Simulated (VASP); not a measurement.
A convergence study with VASP on TlCl (CsCl type): a few settings are varied, all else stays as given below, so the limit is that of these other settings.

```
CELL_PARAMETERS angstrom
      3.84000     0.00000     0.00000
      0.00000     3.84000     0.00000
      0.00000     0.00000     3.84000
ATOMIC_POSITIONS crystal
  Tl 0.00000 0.00000 0.00000
  Cl 0.50000 0.50000 0.50000
```

All values below come from HSE06 screened hybrid, VASP's PBE PAW potentials (set 64) (plane waves; VASP 6.6.1). The last row used: 520 eV cut-off, 4×4×4 Γ-centred mesh, Gaussian smearing of 0.050 eV, potentials Tl_d Cl.

Unless said otherwise, spin-orbit coupling is left out, though it shifts the bands of the heavy elements here. Gaps are read on the run's mesh, which can miss a band edge.

| setting | E (eV/atom) | pressure (GPa) | gap on the mesh (eV) | electronic steps |
|---|---|---|---|---|
| ENCUT = 300, PRECFOCK = Fast | ? | ? | 2.875 | 17 |
| ENCUT = 520, PRECFOCK = Fast | ? | ? | 2.874 | 17 |
| ENCUT = 300, PRECFOCK = Normal | -3.5895 | 0.34 | 2.875 | 18 |
| ENCUT = 400, PRECFOCK = Normal | -3.5926 | 0.80 | 2.873 | 17 |
| ENCUT = 520, PRECFOCK = Normal | -3.5923 | 0.84 | 2.874 | 17 |
| ENCUT = 300, PRECFOCK = Accurate | -3.5895 | 0.34 | 2.875 | 18 |
| ENCUT = 400, PRECFOCK = Accurate | -3.5926 | 0.80 | 2.873 | 17 |
| ENCUT = 520, PRECFOCK = Accurate | -3.5923 | 0.84 | 2.874 | 17 |

Task: Some entries are withheld; supply them.

Result: 
- ENCUT = 300, PRECFOCK = Fast, E (eV/atom): -3.5888
- ENCUT = 300, PRECFOCK = Fast, pressure (GPa): 0.32
- ENCUT = 520, PRECFOCK = Fast, E (eV/atom): -3.5927
- ENCUT = 520, PRECFOCK = Fast, pressure (GPa): 0.85

Left out are rungs that failed or repeat a setting and relaxations that didn't move; long series are thinned to 24 rows.

The compound is TlCl in the CsCl type structure. The cell was not relaxed at this level.
